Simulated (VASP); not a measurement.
A run of VASP 6.6.1 is set up as follows.

INCAR

```
SYSTEM = LaBr4
PREC     = Accurate       ! precision mode
ENCUT    = 520            ! plane-wave cutoff, eV
EDIFF    = 1E-7           ! SCF threshold, eV
ISMEAR   = 0              ! smearing method
SIGMA    = 0.025          ! smearing width, eV
LREAL    = .False.        ! projectors in reciprocal space
LASPH    = .True.         ! aspherical terms in the spheres
NELM     = 150            ! most SCF steps
ALGO     = Normal         ! electronic algorithm
ISIF     = 2              ! what is computed and relaxed
LWAVE    = .False.        ! write WAVECAR
LCHARG   = .False.        ! write CHGCAR
ISPIN    = 2              ! spin polarisation
MAGMOM   = 0 0 0 0 0      ! initial moments
LORBIT   = 11             ! projections on sites
LMAXMIX  = 6              ! l up to which the mixer works
GGA      = PE             ! functional
NBANDS   = 32             ! bands
```

Contents of KPOINTS:

```
regular mesh
0
Gamma
  3 3 5
  0 0 0
```

Contents of POSCAR:

```
LaBr4
1.0
    4.3487040000      4.5664410000      0.0000000000
    4.3487040000     -4.5664410000      0.0000000000
    0.0000000000      0.0000000000     -3.9050040000
Br La
4 1
Direct
    0.1894000000      0.8106000000      0.5000000000
    0.8106000000      0.1894000000      0.5000000000
    0.2852000000      0.2852000000      0.0000000000
    0.7148000000      0.7148000000      0.0000000000
    0.0000000000      0.0000000000      0.0000000000
```

Potentials or basis: VASP PAW PBE potentials, release 64 (Br, La).

Run with:

```bash
$ cat potpaw_PBE.64/Br/POTCAR potpaw_PBE.64/La/POTCAR > POTCAR
$ mpirun -np 1 vasp_std > vasp.out
```

**Question.** Predict the net moment.

**Answer.** 0.00 μB per cell.

**Question.** Estimate the pressure.

**Answer.** 19.7 GPa.

**Question.** What does it give for the band gap on the k mesh?

**Answer.** None (metal or under the smearing width).

**Question.** Estimate the largest force.

**Answer.** 4.271 eV/Å.

Forces in eV/Å, atoms in the order of the input:
```
Br   0.000  4.229  0.000
Br   0.000 -4.229  0.000
Br   4.271  0.000  0.000
Br  -4.271  0.000  0.000
La   0.000  0.000  0.000
```

Caveat: so large a pressure means that the cell lies far from this level's equilibrium, or that cutoff or potentials fall short; forces of over 1 eV/Å show positions far from the minimum, so gaps and moduli don't describe the material at rest. Spin-orbit coupling is left out, which matters for the levels of La.
